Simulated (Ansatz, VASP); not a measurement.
## Two plane-wave programs on Hf2ZrTe6

```
CELL_PARAMETERS angstrom
3.97491 0.00000 0.00000
-1.98745 3.44237 0.00000
0.00000 0.00000 21.46905
ATOMIC_POSITIONS crystal
Zr 0.00000 0.00000 0.00000
Hf 0.00000 0.00000 0.33208
Hf 0.00000 0.00000 0.66792
Te 0.33333 0.66667 0.08386
Te 0.33333 0.66667 0.41473
Te 0.33333 0.66667 0.75050
Te 0.66667 0.33333 0.24950
Te 0.66667 0.33333 0.58527
Te 0.66667 0.33333 0.91614
```

Alike in both runs: task single point; functional PBE; k mesh 6 × 6 × 1; occupations gaussian, width 0.2 eV; no spin polarisation.

|  | VASP | Ansatz |
| --- | --- | --- |
| version | VASP 6.6.1 | Ansatz 0.2.0 |
| potentials or method | VASP PAW PBE potentials, release 64 (Zr_sv, Hf_pv, Te) | scalar-relativistic, plane waves, PAW |
| plane-wave cutoff (eV) | 520 | 420 |
| valence electrons in the cell | 68 | 160 |

|  | VASP | Ansatz | Ansatz less VASP |
| --- | --- | --- | --- |
| gap on the k mesh at the Fermi level (eV) | none | none | - |
| pressure (GPa) | -0.1 | 0.0 | +0.11 |
| largest component of the traceless stress (GPa) | 0.15 | 0.14 | -0.014 |
| rms of the force components (eV/Å) | 0.008 | 0.004 | -0.0044 |

Atom by atom the forces differ by 0.010 eV/Å (rms over components). A gap of «none» marks a metal or a gap that the smearing closes. The two sets of potentials don't hold the same shells in valence.

Caveats: this functional lacks dispersion, which binds the layers, so the pressure and a relaxed spacing across them are unreliable. The runs have no spin-orbit coupling, so splittings on Hf, Te are missing.
